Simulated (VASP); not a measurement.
Output of a VASP run:

**OUTCAR**
```
 ion  position               nearest neighbor table
   1  0.000  0.000  0.000-
   2  0.500  0.500  0.500-
  LATTYP: Found a face centered cubic cell.
 ALAT       =     6.5689113464
 Subroutine PRICEL returns:
 Original cell was already a primitive cell.
 Subroutine GETGRP returns: Found 48 space group operations
The static configuration has the point symmetry O_h .
The dynamic configuration has the point symmetry O_h .
 Subroutine INISYM returns: Found 48 space group operations
 Subroutine IBZKPT returns following result:
 Found     29 irreducible k-points:

 Following reciprocal coordinates:
            Coordinates               Weight
  0.000000  0.000000  0.000000      1.000000
  0.125000  0.000000  0.000000      8.000000
  0.250000  0.000000  0.000000      8.000000
  0.375000  0.000000  0.000000      8.000000
  0.500000  0.000000  0.000000      4.000000
  0.125000  0.125000  0.000000      6.000000
  0.250000  0.125000  0.000000     24.000000
  0.375000  0.125000  0.000000     24.000000
  0.500000  0.125000  0.000000     24.000000
 -0.375000  0.125000  0.000000     24.000000
 -0.250000  0.125000  0.000000     24.000000
 -0.125000  0.125000  0.000000     12.000000
  0.250000  0.250000  0.000000      6.000000
  0.375000  0.250000  0.000000     24.000000
  0.500000  0.250000  0.000000     24.000000
 -0.375000  0.250000  0.000000     24.000000
 -0.250000  0.250000  0.000000     12.000000
  0.375000  0.375000  0.000000      6.000000
  0.500000  0.375000  0.000000     24.000000
 -0.375000  0.375000  0.000000     12.000000
  0.500000  0.500000  0.000000      3.000000
  0.375000  0.250000  0.125000     24.000000
  0.500000  0.250000  0.125000     48.000000
 -0.375000  0.250000  0.125000     24.000000
  0.500000  0.375000  0.125000     24.000000
 -0.375000  0.375000  0.125000     48.000000
 -0.250000  0.375000  0.125000     24.000000
 -0.375000  0.500000  0.125000     12.000000
 -0.250000  0.500000  0.250000      6.000000
   k-points           NKPTS =     29   k-points in BZ     NKDIM =     29   number of bands    NBANDS=     11
   number of dos      NEDOS =    601   number of ions     NIONS =      2
   total plane-waves  NPLWV =  46656
   dimension x,y,z NGX =    36 NGY =   36 NGZ =   36
   dimension x,y,z NGXF=    72 NGYF=   72 NGZF=   72
   ions per type =               1   1
   PREC   = accura    normal or accurate (medium, high low for compatibility)
   ISTART =      0    job   : 0-new  1-cont  2-samecut
   ICHARG =      2    charge: 1-file 2-atom 10-const
   ISPIN  =      1    spin polarized calculation?
   LNONCOLLINEAR =      F non collinear calculations
   LSORBIT =      F    spin-orbit coupling
   INIWAV =      1    electr: 0-lowe 1-rand  2-diag
   ENCUT  =  520.0 eV  38.22 Ry    6.18 a.u.   8.64  8.64  8.64*2*pi/ulx,y,z
   NELM   =    100;   NELMIN=  2; NELMDL= -5     # of ELM steps
   EDIFF  = 0.1E-06   stopping-criterion for ELM
   LREAL  =      F    real-space projection
   NLSPLINE    = F    spline interpolate recip. space projectors
   LMAXMIX     =    4 max onsite mixed and CHGCAR
   VOSKOWN=      0    Vosko Wilk Nusair interpolation
   EDIFFG = 0.1E-05   stopping-criterion for IOM
   NSW    =      0    number of steps for IOM
   NBLOCK =      1;   KBLOCK =      1    inner block; outer block
   IBRION =     -1    ionic relax: 0-MD 1-quasi-New 2-CG
   NFREE  =      0    steps in history (QN), initial steepest desc. (CG)
   ISIF   =      2    stress and relaxation
   ISYM   =      2    0-nonsym 1-usesym 2-fastsym
   TEIN   =    0.0    initial temperature
   TEBEG  =    0.0;   TEEND  =   0.0 temperature during run
   SMASS  =  -3.00    Nose mass-parameter (am)
   PSTRESS=    0.0 pullay stress
   NELECT =      14.0000    total number of electrons
   EFERMI =   0.00;   METHOD = LEGACY
   ISMEAR =    -5;   SIGMA  =   0.20  broadening in eV -4-tet -1-fermi 0-gaus
   IALGO  =     38    algorithm
...
```

**OSZICAR**
```
       N       E                     dE             d eps       ncg     rms          rms(c)
DAV:   1     0.808203760024E+02    0.80820E+02   -0.68297E+03   638   0.112E+03
DAV:   2     0.484338894085E+01   -0.75977E+02   -0.72522E+02   707   0.229E+02
DAV:   3    -0.149394594514E+01   -0.63373E+01   -0.62979E+01   773   0.669E+01
DAV:   4    -0.167667125998E+01   -0.18273E+00   -0.18259E+00   734   0.121E+01
DAV:   5    -0.168193673744E+01   -0.52655E-02   -0.52654E-02   766   0.224E+00    0.159E+00
DAV:   6    -0.159679056507E+01    0.85146E-01   -0.13410E-01   701   0.228E+00    0.984E-01
DAV:   7    -0.158024373653E+01    0.16547E-01   -0.80592E-02   680   0.180E+00    0.508E-01
DAV:   8    -0.158017633378E+01    0.67403E-04   -0.60198E-03   677   0.914E-01    0.136E-01
DAV:   9    -0.158005050080E+01    0.12583E-03   -0.25672E-04   773   0.153E-01    0.521E-02
DAV:  10    -0.158006559039E+01   -0.15090E-04   -0.89889E-05   671   0.117E-01    0.156E-02
DAV:  11    -0.158006566730E+01   -0.76912E-07   -0.32589E-06   746   0.292E-02    0.897E-03
DAV:  12    -0.158006643712E+01   -0.76982E-06   -0.73476E-07   665   0.121E-02    0.254E-03
DAV:  13    -0.158006639229E+01    0.44830E-07   -0.11459E-07   476   0.232E-03
   1 F= -.15800664E+01 E0= -.15800664E+01  d E =0.000000E+00
```

File OUTCAR:
```
------------------------ aborting loop because EDIFF is reached ----------------------------------------
  FORCE on cell =-STRESS in cart. coord.  units (eV):
  Direction    XX          YY          ZZ          XY          YZ          ZX
  --------------------------------------------------------------------------------------
  Total        0.0018236      0.0018236      0.0018236      0.0000000      0.0000000     -0.0000000
  in kB        0.0412303      0.0412303      0.0412303      0.0000000      0.0000000     -0.0000000
  external PRESSURE =       0.0412303 kB  Pullay stress =       0.0000000 kB
  volume of cell :       70.86
      direct lattice vectors                 reciprocal lattice vectors
     0.000000000  3.284455673  3.284455673    -0.152232227  0.152232227  0.152232227
     3.284455673  0.000000000  3.284455673     0.152232227 -0.152232227  0.152232227
     3.284455673  3.284455673  0.000000000     0.152232227  0.152232227 -0.152232227
  FREE ENERGIE OF THE ION-ELECTRON SYSTEM (eV)
  ---------------------------------------------------
  free  energy   TOTEN  =        -1.5800663923 eV

  energy  without entropy=       -1.5800663923  energy(sigma->0) =       -1.58006639

 total charge

# of ion       s       p       d       tot
------------------------------------------
    1        0.044   5.967   0.000   6.010
    2        1.508   2.838   0.002   4.348
--------------------------------------------------
tot          1.552   8.804   0.002  10.358
```
(Selected blocks of OUTCAR.)

### POSCAR
```
NaI
1
    0.0000000000     3.2844556732     3.2844556732
    3.2844556732     0.0000000000     3.2844556732
    3.2844556732     3.2844556732     0.0000000000
Na I
1 1
Direct
  0.0000000000   0.0000000000   0.0000000000
  0.5000000000   0.5000000000   0.5000000000
```

**Question.** Write an INCAR and KPOINTS that could have produced this output.

**Answer.** This is not unique; one that fits is the input of the run itself, vdW-DF2, plane waves, VASP's PBE PAW potentials (set 64).

INCAR:
```
SYSTEM = NaI
PREC = Accurate
ENCUT = 520
EDIFF = 1E-7
NELM = 100
ALGO = Normal
LREAL = .FALSE.
LASPH = .TRUE.
ISMEAR = -5
GGA = ML
ZAB_VDW = -1.8867
LUSE_VDW = .TRUE.
AGGAC = 0.0
LMAXMIX = 4
LWAVE = .FALSE.
LCHARG = .TRUE.
LORBIT = 11
NEDOS = 601
ISIF = 2
```

**KPOINTS**
```
Automatic mesh
0
Gamma
8 8 8
0 0 0
```

POTCAR, in this order: Na_pv I (PBE.64 set). Program: vasp_std.

The compound is NaI in the rock salt structure. It was relaxed first.
